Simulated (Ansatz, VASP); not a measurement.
# Zr (Zirconium) in two plane-wave programs, part 2 of 2

One calculation is typed for both programs; each brings its own data sets. How far apart do they land? The cell is taken from a series of runs on this material, whose earlier steps may have relaxed, scaled, displaced or heated it; both programs get it as it stands.

VASP 6.6.1 and Ansatz 0.2.0.

So far: The structure; Ansatz: zone-centre phonons, PBEsol; VASP: zone-centre phonons, PBEsol.

### 3. VASP: zone-centre phonons, PBEsol (continued)

Level of this step: PBEsol; plane waves and PAW (Zr_sv) (VASP).

Numbers of over 12 decimals in the logs are rounded to 6 here.

OUTCAR, selected parts (step 3):

```text
ion  position               nearest neighbor table
   1  0.333  0.667  0.250-   2 3.21   2 3.21   2 3.21   2 3.21   2 3.21   2 3.21
   2  0.667  0.333  0.750-   1 3.21   1 3.21   1 3.21   1 3.21   1 3.21   1 3.21

  LATTYP: Found a hexagonal cell.
 ALAT       =     3.2528834220
 C/A-ratio  =     1.5975477839

 Subroutine GETGRP returns: Found 24 space group operations
 (whereof 12 operations were pure point group operations)

The static configuration has the point symmetry D_3d.
 The point group associated with its full space group is D_6h.

 Found    135 irreducible k-points:

   k-points           NKPTS =    135   k-points in BZ     NKDIM =    135   number of bands    NBANDS=     18

   dimension x,y,z NGX =    24 NGY =   24 NGZ =   40
   dimension x,y,z NGXF=    48 NGYF=   48 NGZF=   80

   ENCUT  =  500.0 eV  36.75 Ry    6.06 a.u.   5.93  5.93  9.47*2*pi/ulx,y,z

   NELECT =      24.0000    total number of electrons

 k-points in reciprocal lattice and weights: Automatic mesh
   0.00000000  0.00000000  0.00000000       0.001
   0.06666667  0.00000000  0.00000000       0.003
   0.13333333  0.00000000  0.00000000       0.003
   0.20000000 -0.00000000  0.00000000       0.003
   0.26666667  0.00000000  0.00000000       0.003
   0.33333333 -0.00000000  0.00000000       0.003
   0.40000000 -0.00000000  0.00000000       0.003
   0.46666667 -0.00000000  0.00000000       0.003
   0.06666667  0.06666667  0.00000000       0.003
[...]
0.33333333  0.26666667  0.50000000       0.007
   0.33333333  0.33333333  0.50000000       0.001

 average (electrostatic) potential at core
       1 -74.7704       2 -74.7704

  Total       -1.5408780     -1.5408780     -1.5441967     -0.0000000      0.0000000      0.0000000
  in kB      -51.8428467    -51.8428467    -51.9545040     -0.0000000      0.0000000      0.0000000
  external PRESSURE =     -51.8800658 kB  Pullay stress =       0.0000000 kB

  energy-cutoff  :      500.00
  volume of cell :       47.62
      direct lattice vectors                 reciprocal lattice vectors
     3.252883422  0.000000000  0.000000000     0.307419563  0.177488767  0.000000000
    -1.626441711  2.817079679  0.000000000     0.000000000  0.354977535  0.000000000
     0.000000000  0.000000000  5.196636702     0.000000000  0.000000000  0.192432155

 POSITION                                       TOTAL-FORCE (eV/Angst)
 -----------------------------------------------------------------------------------
      0.00000      1.87805      1.29916        -0.000000      0.000000     -0.000000
      1.62644      0.93903      3.89748         0.000000     -0.000000      0.000000
 -----------------------------------------------------------------------------------
    total drift:                               -0.000000     -0.000000      0.000000

 Eigenvectors and eigenvalues of the dynamical matrix
 ----------------------------------------------------

   1 f  =    4.084382 THz    25.662928 2PiTHz  136.240314 cm-1    16.891638 meV
             X         Y         Z           dx          dy          dz
      0.000000  1.878053  1.299159     0.000000    0.000000   -0.707107
      1.626442  0.939027  3.897478    -0.000000    0.000000    0.707107

   2 f  =    2.145300 THz    13.479314 2PiTHz   71.559489 cm-1     8.872242 meV
             X         Y         Z           dx          dy          dz
      0.000000  1.878053  1.299159     0.707107    0.000000    0.000000
      1.626442  0.939027  3.897478    -0.707107    0.000000    0.000000

   3 f  =    2.145300 THz    13.479314 2PiTHz   71.559489 cm-1     8.872242 meV
             X         Y         Z           dx          dy          dz
      0.000000  1.878053  1.299159     0.000000    0.707107    0.000000
      1.626442  0.939027  3.897478     0.000000   -0.707107    0.000000

   4 f  =    0.000000 THz     0.000000 2PiTHz    0.000000 cm-1     0.000000 meV
             X         Y         Z           dx          dy          dz
      0.000000  1.878053  1.299159     0.000000    0.707107    0.000000
      1.626442  0.939027  3.897478     0.000000    0.707107    0.000000

   5 f  =    0.000000 THz     0.000000 2PiTHz    0.000000 cm-1     0.000000 meV
             X         Y         Z           dx          dy          dz
      0.000000  1.878053  1.299159    -0.000000    0.000000    0.707107
      1.626442  0.939027  3.897478     0.000000    0.000000    0.707107

   6 f/i=    0.000000 THz     0.000000 2PiTHz    0.000000 cm-1     0.000000 meV
             X         Y         Z           dx          dy          dz
      0.000000  1.878053  1.299159    -0.707107    0.000000   -0.000000
      1.626442  0.939027  3.897478    -0.707107   -0.000000    0.000000

 ELASTIC MODULI CONTR FROM IONIC RELAXATION (kBar)
 Direction    XX          YY          ZZ          XY          YZ          ZX
 --------------------------------------------------------------------------------
 XX         -48.3276     48.3276     -0.0000      0.0000      0.0000      0.0000
 YY          48.3276    -48.3276      0.0000     -0.0000      0.0000      0.0000
 ZZ          -0.0000      0.0000     -0.0000     -0.0000      0.0000      0.0000
 XY           0.0000     -0.0000     -0.0000    -48.3276      0.0000      0.0000
 YZ           0.0000      0.0000      0.0000      0.0000      0.0000      0.0000
 ZX           0.0000      0.0000      0.0000      0.0000      0.0000      0.0000
 --------------------------------------------------------------------------------
```

### 4. Comparison

Known differences besides the potentials themselves: the cutoff is 420 eV in Ansatz and 500 eV in VASP; Ansatz makes its cores anew for this functional, VASP keeps those of its PBE data sets. Total energies have different zeros and are not compared.

Both answers:

| quantity | Ansatz | VASP | difference |
| --- | --- | --- | --- |
| optical mode 1 to 2 (cm⁻¹) | 71.2 | 71.6 | -0.50 % |
| optical mode 3 (cm⁻¹) | 135.3 | 136.2 | -0.68 % |

Modes are paired by rising frequency, not by their patterns, so a pair may set unlike modes beside each other; they are those without the splitting of longitudinal modes.

### 5. What came out

```json
{"r.m.s. difference of the optical zone-centre modes, each program's sorted by frequency (zone-centre phonons, PBEsol)": "0.61 cm⁻¹", "difference in optical mode 3 (zone-centre phonons, PBEsol)": "-0.7 %"}
```

In words: The r.m.s. difference of the optical zone-centre modes, each program's sorted by frequency is 0.61 cm⁻¹ (zone-centre phonons, PBEsol). Among the rows given in per cent, the largest difference of the zone-centre phonons, PBEsol pair is in optical mode 3, -0.7 %. How closely two codes agree says nothing of how well the functional describes the real material.

[Lines on the potential files, build, host, timing and source positions are cut from VASP's logs without a mark.]

[Logs are printed without paths, hosts, clocks, repeated set-up lines and the standing remarks that a program may print on its own settings, such as how far it seeks lower states.]

[Hosts, paths, dates, database ids (printed as entryN), source tags and the programs' standing remarks are cut or masked in the printed files.]
